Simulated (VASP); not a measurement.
VASP input:

File KPOINTS:
```
Automatic mesh
0
G
  7 7 7
0 0 0
```

**INCAR**
```
! general
SYSTEM   =  Ag2O
PREC     =  Accurate
ENCUT    =  520
LREAL    =  .FALSE.   ! projection in real space or not
LASPH    =  .TRUE.   ! aspherical one-centre terms

! electronic loop
EDIFF    =  1E-7
NELM     =  100   ! most electronic steps
ALGO     =  Normal
LMAXMIX  =  4   ! l cut-off of mixed one-centre charges

! smearing
ISMEAR   =  -5   ! tetrahedra, Bloechl

! functional
GGA      =  PE   ! PBE
IVDW     =  12   ! D3, Becke-Johnson

! ions
ISIF     =  2   ! forces and stress, cell fixed

! output
LWAVE    =  .FALSE.
LCHARG   =  .TRUE.
LORBIT   =  11
NEDOS    =  601   ! DOS grid

! other
LEFG     =  .TRUE.
```

**POSCAR**
```
Ag2O
1
    4.7496204246     0.0000000000     0.0000000000
    0.0000000000     4.7496204246    -0.0000000000
    0.0000000000    -0.0000000000     4.7496204246
Ag O
4 2
Direct
  0.7500000000   0.2500000000   0.7500000000
  0.2500000000   0.7500000000   0.7500000000
  0.7500000000   0.7500000000   0.2500000000
  0.2500000000   0.2500000000   0.2500000000
  0.0000000000   0.0000000000   0.0000000000
  0.5000000000   0.5000000000   0.5000000000
```

POTCAR, in this order: Ag O (PBE.64 set). Program: vasp_std.

Q: Translate this PBE-D3(BJ) calculation to Ansatz.

A: One equivalent input (not run):
Ansatz 0.2 input:
```yaml
crystal:
  lattice:
    - [4.7496204, 0.0000000, 0.0000000]
    - [0.0000000, 4.7496204, 0.0000000]
    - [0.0000000, 0.0000000, 4.7496204]
  atoms:
    - { symbol: Ag, position: [0.7500000, 0.2500000, 0.7500000] }
    - { symbol: Ag, position: [0.2500000, 0.7500000, 0.7500000] }
    - { symbol: Ag, position: [0.7500000, 0.7500000, 0.2500000] }
    - { symbol: Ag, position: [0.2500000, 0.2500000, 0.2500000] }
    - { symbol: O, position: [0.0000000, 0.0000000, 0.0000000] }
    - { symbol: O, position: [0.5000000, 0.5000000, 0.5000000] }
kpoints:
  mp_grid: { grid: [7, 7, 7] }
hamiltonian:
  xc: pbe
  dispersion: d3bj
  pseudopotentials: { kind: paw }
scf:
  occupations: { method: tetrahedron }
  max_iter: 100
output: { forces: true, stress: true, eigenvalues: true }
```
What does not carry over: each code has its own PAW files, so the cut-off isn't converted (ENCUT is set for VASP's; basis.ecutwfc is left out, and Ansatz then takes the one that its files recommend); Ansatz stops its SCF on the density residual and VASP on the energy change (EDIFF); the field gradients of LEFG aren't asked of the other code.

The compound is Ag2O in the cuprite structure. It was relaxed first.
